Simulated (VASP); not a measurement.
Data:

```xyz
2
Lattice="0.0000 2.8974 2.8974 2.8974 0.0000 2.8974 2.8974 2.8974 0.0000" Properties=species:S:1:pos:R:3 pbc="T T T"
Sr     0.0000     0.0000     0.0000
Te     2.8974     2.8974     2.8974
```

Level of theory: LDA (Ceperley-Alder, Perdew-Zunger), VASP's LDA PAW potentials (set 64) (plane waves; VASP). Numerical set-up: 500 eV cut-off, 11×11×11 Γ-centred mesh, first-order Methfessel-Paxton smearing of 0.10 eV, potentials Sr_sv Te.

Energy and stress use the plane-wave basis of the starting cell.

Task: The ions, cell shape and volume at an external pressure of 45.0 GPa are relaxed. Which structure does the run end with?

Result: 
```xyz
2
Lattice="0.0000 2.8098 2.8098 2.8098 0.0000 2.8098 2.8098 2.8098 0.0000" Properties=species:S:1:pos:R:3 pbc="T T T"
Sr     0.0000     0.0000     0.0000
Te     2.8098     2.8098     2.8098
```
Space group Fm-3m (225), at a tolerance of 0.03 Å.

Task: How do energy and volume change from the first to the last step?

Result: The energy (σ→0) changes by +495.5 meV/atom and the volume by -8.8 %, in 5 ionic steps.

The compound is SrTe in the rock salt structure. This run relaxes it under an external pressure of 45 GPa. Symmetry was kept, so distortions that lower it aren't found.
